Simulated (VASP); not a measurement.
OSZICAR of a VASP run on Co (hcp):

File OSZICAR:
```
       N       E                     dE             d eps       ncg     rms          rms(c)
DAV:   1     0.104130094275E+03    0.10413E+03   -0.65269E+03 11892   0.139E+03
DAV:   2    -0.122521639740E+02   -0.11638E+03   -0.10858E+03 11706   0.287E+02
DAV:   3    -0.185704818413E+02   -0.63183E+01   -0.60245E+01 13050   0.910E+01
DAV:   4    -0.186742064457E+02   -0.10372E+00   -0.10361E+00 13864   0.119E+01
DAV:   5    -0.186784876420E+02   -0.42812E-02   -0.42809E-02 16966   0.186E+00    0.165E+01
DAV:   6    -0.166257377448E+02    0.20527E+01   -0.12447E+01 13196   0.768E+01    0.759E+00
DAV:   7    -0.163027848943E+02    0.32295E+00   -0.18459E+00 13122   0.284E+01    0.392E+00
DAV:   8    -0.162845215050E+02    0.18263E-01   -0.28533E-02 16124   0.226E+00    0.212E+00
DAV:   9    -0.162694433850E+02    0.15078E-01   -0.45355E-03 19160   0.117E+00    0.626E-01
DAV:  10    -0.162692895384E+02    0.15385E-03   -0.52827E-04 13224   0.378E-01    0.362E-01
DAV:  11    -0.162695045983E+02   -0.21506E-03   -0.55204E-04 14476   0.415E-01    0.629E-02
DAV:  12    -0.162695186842E+02   -0.14086E-04   -0.60071E-05 14072   0.947E-02    0.231E-02
DAV:  13    -0.162695165388E+02    0.21454E-05   -0.49209E-06 15734   0.341E-02    0.137E-02
DAV:  14    -0.162695173124E+02   -0.77359E-06   -0.10087E-06 11582   0.184E-02
   1 F= -.16269517E+02 E0= -.16268049E+02  d E =-.293740E-02  mag=     0.0000    -0.0000     2.9605
       N       E                     dE             ncg
```

### Question
Which electronic solver shows in the log?

### Answer
It is blocked Davidson (ALGO = Normal, or the opening steps of other solvers). The INCAR had ALGO = Normal.

### Question
How was spin treated?

### Answer
With non-collinear spinors: mag has three components.

### Question
Can the final energy be trusted as converged?

### Answer
Self-consistency was reached. It stopped with EDIFF = 1E-6, NELM = 100 (LDA (Ceperley-Alder, Perdew-Zunger) with spin-orbit coupling, plane waves, VASP's LDA PAW potentials (set 64)).

The compound is Co in the hcp structure. It was relaxed first, which changed the volume by -10 %.
